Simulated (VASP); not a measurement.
# NiS: U from linear response

What U does NiS call for? The start is a cell from a database of measured crystal structures.

Program: VASP 6.6.1. Level of theory: PBEsol, spin-polarised from an antiferromagnetic start; plane waves and PAW (Ni, Ni, S), in the first sound run; inputs show where later runs differ. Results are calculated unless marked as measured.

Most raw output is cut from this account.

The database entry behind the starting cell differs from later determinations by our own check (about 0.4 % short), so it need not match the best structure at ambient conditions.

**1. Starting point**

It takes space group P6_3/mmc (No. 194, hexagonal). The conventional cell has a = 3.425 Å, b = 3.425 Å, c = 5.340 Å, α = 90.00°, β = 90.00°, γ = 120.00°. Nearest to Ni lie 6 S at 2.39 Å and 2 Ni at 2.67 Å. Nearest to S lie 6 Ni at 2.39 Å. Farther neighbours and most contacts between anions are not listed.

**2. Ground state**

The shifted atom is typed as a species of its own, and density and orbitals are saved as the common start.

Contents of INCAR:

```
SYSTEM = NiS
PREC = Accurate
ENCUT = 350
EDIFF = 1E-06
NELM = 150
ISMEAR = 0
SIGMA = 0.05
LREAL = .FALSE.
ALGO = Normal
GGA = PS
NBANDS = 24
ISPIN = 2
MAGMOM = 1 -1 0 0
LMAXMIX = 4
LORBIT = 11
LWAVE = .TRUE.
LCHARG = .TRUE.
KPAR = 2
AMIX = 0.2
BMIX = 1E-04
AMIX_MAG = 0.8
BMIX_MAG = 1E-04
```

Contents of POSCAR:

```
NiS
1.0
    3.4250000000      0.0000000000      0.0000000000
   -1.7125000000      2.9661370080      0.0000000000
    0.0000000000      0.0000000000      5.3400000000
Ni Ni S
1 1 2
Direct
    0.0000000000      0.0000000000      0.5000000000
    0.0000000000      0.0000000000      0.0000000000
    0.6666666667      0.3333333333      0.7500000000
    0.3333333333      0.6666666667      0.2500000000
```

Contents of KPOINTS:

```
Automatic mesh
0
Gamma
5 5 3
0 0 0
```

The projector-augmented-wave data sets are Ni, Ni and S (PBE family, release 64).

Command:

```
$ mpirun -np 2 vasp_std
```

The job ended after 7.2 s (2 MPI ranks of Intel Xeon 6975P-C (Granite Rapids), shared host; peak memory 0.32 GiB; 13 s of CPU time).

The k-mesh is coarse for a metal. LASPH is off, so gradient terms of the non-spherical density inside the spheres are left out; for open d or f shells this can shift gaps and moments. The PAW data sets were made with PBE, which is usual practice but a small mismatch for other functionals.

This step gave:

* electronic cycles: 18
* electrons: 32
* free energy (TOTEN): -22.42 eV
* energy at zero smearing: -22.41 eV
* Fermi energy: 8.532 eV
* labelled metallic, from the levels on this mesh: yes

Spin moment in the PAW sphere by atom:

| atom | spin moment in the PAW sphere (μB) |
| --- | --- |
| Ni1 | 0.0100 |
| Ni2 | 0.0000 |
| S3 | 0.0010 |
| S4 | 0.0010 |

The total moment is the log's last value; OUTCAR's line is one cycle older.

The moments of the start collapsed, so the response belongs to a non-magnetic state; other starts were not tried.

**3. Shifted potential, frozen density, alpha -0.2**

This step: PBEsol, with a shift of one shell's potential, spin-polarised from an antiferromagnetic start; plane waves and PAW (Ni, Ni, S) (VASP 6.6.1).

With the density held, the shell's charge shows the bare response.

Changes to INCAR since step 2:

```diff
@@ -15,4 +15,4 @@
 LORBIT = 11
-LWAVE = .TRUE.
-LCHARG = .TRUE.
+LWAVE = .FALSE.
+LCHARG = .FALSE.
 KPAR = 2
@@ -22 +22,7 @@
 BMIX_MAG = 1E-04
+LDAU = .TRUE.
+LDAUTYPE = 3
+LDAUL = 2 -1 -1
+LDAUU = -0.2 0 0
+LDAUJ = -0.2 0 0
+ICHARG = 11
```

POSCAR is that of step 2.

KPOINTS is that of step 2.

The WAVECAR or CHGCAR of an earlier step is read.

Command:

```
$ mpirun -np 2 vasp_std
```

Wall time 2.6 s (2 MPI ranks); peak memory 0.31 GiB; 4.2 s of CPU time.

Numbers from this step:

```
electronic cycles       : 4
free energy (TOTEN)     : -20.75 eV
energy at zero smearing : -20.74 eV
Fermi energy            : 8.596 eV
```

Energy at zero smearing: -20.74097 eV.

**4. Shifted potential, relaxed density, alpha -0.2**

With self-consistency the other electrons screen the shift.

Changes to INCAR since step 3:

```diff
@@ -27,2 +27 @@
 LDAUJ = -0.2 0 0
-ICHARG = 11
```

POSCAR is that of step 3.

KPOINTS is that of step 3.

Command:

```
$ mpirun -np 2 vasp_std
```

It took 7.6 s on 2 MPI ranks; peak memory 0.31 GiB; 14 s of CPU time.

Numbers from this step:

| Quantity | Value |
| --- | --- |
| electronic cycles | 11 |
| free energy (TOTEN) | -20.73 eV |
| energy at zero smearing | -20.73 eV |
| Fermi energy | 8.563 eV |

Energy at zero smearing: -20.72944 eV.

The run ends at a pressure of -8.10 GPa, with forces up to 0.0069 eV/Å.

**5. Shifted potential, frozen density, alpha -0.1**

Changes to INCAR since step 4:

```diff
@@ -25,3 +25,4 @@
 LDAUL = 2 -1 -1
-LDAUU = -0.2 0 0
-LDAUJ = -0.2 0 0
+LDAUU = -0.1 0 0
+LDAUJ = -0.1 0 0
+ICHARG = 11
```

POSCAR is that of step 4.

KPOINTS is that of step 4.

The run starts from files that an earlier step left in the folder.

Command:

```
$ mpirun -np 2 vasp_std
```

The job ended after 2.6 s (2 MPI ranks; peak memory 0.31 GiB; 4 s of CPU time).

Numbers from this step:

```yaml
electronic_cycles: 3
free_energy_toten: -21.58 eV
energy_at_zero_smearing: -21.57 eV
fermi_energy: 8.564 eV
```

Energy at zero smearing: -21.57308 eV.

**6. Shifted potential, relaxed density, alpha -0.1**

Changes to INCAR since step 5:

```diff
@@ -27,2 +27 @@
 LDAUJ = -0.1 0 0
-ICHARG = 11
```

POSCAR is that of step 5.

KPOINTS is that of step 5.

Command:

```
$ mpirun -np 2 vasp_std
```

It took 4.6 s on 2 MPI ranks; peak memory 0.32 GiB; 8.1 s of CPU time.

Numbers from this step:

- electronic cycles: 10
- Fermi energy: 8.548 eV

Energy at zero smearing: -21.57020 eV.

The run ends at a pressure of -8.32 GPa, with forces up to 0.0037 eV/Å.

**7. Shifted potential, frozen density, alpha 0.1**

Changes to INCAR since step 6:

```diff
@@ -25,3 +25,4 @@
 LDAUL = 2 -1 -1
-LDAUU = -0.1 0 0
-LDAUJ = -0.1 0 0
+LDAUU = 0.1 0 0
+LDAUJ = 0.1 0 0
+ICHARG = 11
```

POSCAR is that of step 6.

KPOINTS is that of step 6.

The run starts from files that an earlier step left in the folder.

Command:

```
$ mpirun -np 2 vasp_std
```

The job ended after 2.2 s (2 MPI ranks; peak memory 0.3 GiB; 3.3 s of CPU time).

Energy at zero smearing: -23.25864 eV.

**8. Shifted potential, relaxed density, alpha 0.1**

Changes to INCAR since step 7:

```diff
@@ -27,2 +27 @@
 LDAUJ = 0.1 0 0
-ICHARG = 11
```

POSCAR is that of step 7.

KPOINTS is that of step 7.

Command:

```
$ mpirun -np 2 vasp_std
```

Elapsed: 4.2 s, on 2 MPI ranks; peak memory 0.31 GiB; 7.1 s of CPU time.

Energy at zero smearing: -23.25586 eV.

The run ends at a pressure of -8.68 GPa, with forces up to 0.0036 eV/Å.

**9. Shifted potential, frozen density, alpha 0.2**

Changes to INCAR since step 8:

```diff
@@ -25,3 +25,4 @@
 LDAUL = 2 -1 -1
-LDAUU = 0.1 0 0
-LDAUJ = 0.1 0 0
+LDAUU = 0.2 0 0
+LDAUJ = 0.2 0 0
+ICHARG = 11
```

POSCAR is that of step 8.

KPOINTS is that of step 8.

The WAVECAR or CHGCAR of an earlier step is read.

Command:

```
$ mpirun -np 2 vasp_std
```

Run time: 2.2 s. Hardware: 2 MPI ranks; peak memory 0.31 GiB; 3.3 s of CPU time.

Energy at zero smearing: -24.11169 eV.

**10. Shifted potential, relaxed density, alpha 0.2**

Changes to INCAR since step 9:

```diff
@@ -27,2 +27 @@
 LDAUJ = 0.2 0 0
-ICHARG = 11
```

POSCAR is that of step 9.

KPOINTS is that of step 9.

Command:

```
$ mpirun -np 2 vasp_std
```

It took 4.6 s on 2 MPI ranks; peak memory 0.32 GiB; 8 s of CPU time.

Energy at zero smearing: -24.10077 eV.

The run ends at a pressure of -8.87 GPa, with forces up to 0.0067 eV/Å.

**11. Summary**

This step: linear-response U, PBEsol; plane waves and PAW (VASP 6.6.1).

This step runs nothing: it gathers the runs above.

Numbers from this step:

- bare response: 0.6860 e/eV
- screened response: 0.1350 e/eV
- U from linear response: 5.950 eV

Change of the charge in the shell of the shifted atom, thousandths of an electron against potential shift:

| potential shift (eV) | frozen density (e) | relaxed density (e) |
| --- | --- | --- |
| -0.200 | -144 | -27 |
| -0.100 | -70 | -14 |
| 0.000 | 0 | 0 |
| 0.100 | 66 | 13 |
| 0.200 | 131 | 27 |

**12. Outcome**

```json
{
 "U from linear response": "5.95 eV",
 "bare response": "0.686 e/eV",
 "screened response": "0.135 e/eV"
}
```

What this shows: Linear response gives U = 5.9 eV for the d shell of Ni. The moments of the start collapsed, so this U belongs to a non-magnetic state, which need not be the crystal's. U = 1/χ − 1/χ₀, with χ the screened and χ₀ the bare slope of the shell's charge; in this program a positive shift raises the charge. The charges are printed to three decimals, which adds noise to both slopes. The value belongs to this projector sphere, magnetic state and cell; a small cell changes it, since the images are shifted too. The bare response exceeds the screened one, as it must for a positive U.

[Lines on the potential files, build, host, timing and source positions are cut from VASP's logs without a mark.]

[Logs are printed without paths, hosts, clocks, repeated set-up lines and the standing remarks that a program may print on its own settings, such as how far it seeks lower states.]

[Hosts, paths, dates, database ids (printed as entryN), source tags and the programs' standing remarks are cut or masked in the printed files.]

[In band tables of VASP the shares of atoms and orbitals are scaled to a sum of 1 inside the atoms' spheres.]

[Runs that stopped without an error message from VASP are left out.]
